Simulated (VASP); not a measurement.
**TaC (relaxed from the NbAs structure, space group I4_1md): computed properties**

All values below come from PBEsol GGA, VASP's PBE PAW potentials (set 64) (plane waves; VASP).

For TaC, the space group comes out as I4_1md (109) and the cell comes out as a = 2.9279 Å, b = 2.9279 Å, c = 10.5467 Å, α = 90.00°, β = 90.00°, γ = 90.00°. The volume per atom is 11.30 Å^3/atom. The band gap (over mesh and band path) comes out as none (metal, semimetal or under 0.01 eV). The density is 14.18 g/cm³.

Space group I4₁md (No. 109); a = 2.928 Å, b = 2.928 Å, c = 10.547 Å, α = 90.00°, β = 90.00°, γ = 90.00°

```tsv
atom	site	symmetry	x	y	z
Ta	4a	2mm.	0.0000	0.0000	0.5043
C	4a	2mm.	0.0000	0.0000	0.9117
```
(The calculation used a cell of 4 atoms; values per cell refer to that cell.)

Unless said otherwise, spin-orbit coupling is left out, though it shifts the bands of the heavy elements here.

The structure was generated: TaC was put into the NbAs type (I4_1md), which need not be its known phase. It was relaxed first, which changed the volume by +24 %. Symmetry was kept, so distortions that lower it aren't found.
